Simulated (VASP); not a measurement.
An input for Quantum ESPRESSO's pw.x (written as the equivalent of a VASP run, and not itself run):

```
&CONTROL
  calculation = 'scf'
  pseudo_dir = './pseudo'
  outdir = './out'
  tprnfor = .true.
  tstress = .true.
/
&SYSTEM
  ibrav = 0
  nat = 6
  ntyp = 2
  ecutwfc = 84
  occupations = 'smearing'
  smearing = 'gaussian'
  degauss = 0.000735
  input_dft = 'pz'
/
&ELECTRONS
  conv_thr = 7.3e-08
  electron_maxstep = 100
/
ATOMIC_SPECIES
  Mg 24.305 Mg.upf
  C 12.011 C.upf
CELL_PARAMETERS angstrom
     3.9124570    0.0000000    0.0000000
     0.0000000    3.9124570    0.0000000
     0.0000000    0.0000000    4.9387150
ATOMIC_POSITIONS crystal
  Mg   0.5000000  0.5000000  0.0000000
  Mg   0.0000000  0.0000000  0.5000000
  C    0.8876600  0.8876600  0.0000000
  C    0.1123400  0.1123400  0.0000000
  C    0.6123400  0.3876600  0.5000000
  C    0.3876600  0.6123400  0.5000000
K_POINTS automatic
  5 5 4 0 0 0
```

Task: Write the VASP files for the same calculation (LDA).

Result: This is not unique; one that fits is 
File POSCAR:
```
MgC2
1
    3.9124570000     0.0000000000     0.0000000000
    0.0000000000     3.9124570000     0.0000000000
    0.0000000000     0.0000000000     4.9387150000
Mg C
2 4
Direct
  0.5000000000   0.5000000000   0.0000000000
  0.0000000000   0.0000000000   0.5000000000
  0.8876600000   0.8876600000   0.0000000000
  0.1123400000   0.1123400000   0.0000000000
  0.6123400000   0.3876600000   0.5000000000
  0.3876600000   0.6123400000   0.5000000000
```

**KPOINTS**
```
Automatic
0
Gamma
5 5 4
```

INCAR:
```
SYSTEM = MgC2
PREC = Accurate
ENCUT = 400
EDIFF = 1E-6
NELM = 100
ALGO = Normal
LREAL = .FALSE.
LASPH = .TRUE.
ISMEAR = 0
SIGMA = 0.01
LWAVE = .FALSE.
LCHARG = .FALSE.
ISIF = 2
```

POTCAR, in this order: Mg C (LDA.64 set). Program: vasp_std.

Limits of the translation: the potentials are each code's own (VASP's PAW set, PseudoDojo norm-conserving files in pw.x), so ENCUT and ecutwfc are chosen apart and not converted; conv_thr bounds pw.x's estimated SCF error, while EDIFF bounds the energy change between steps.

The structure comes from a computed database's MgC2 entry; how it stands against other phases isn't given here. The cell was not relaxed at this level.
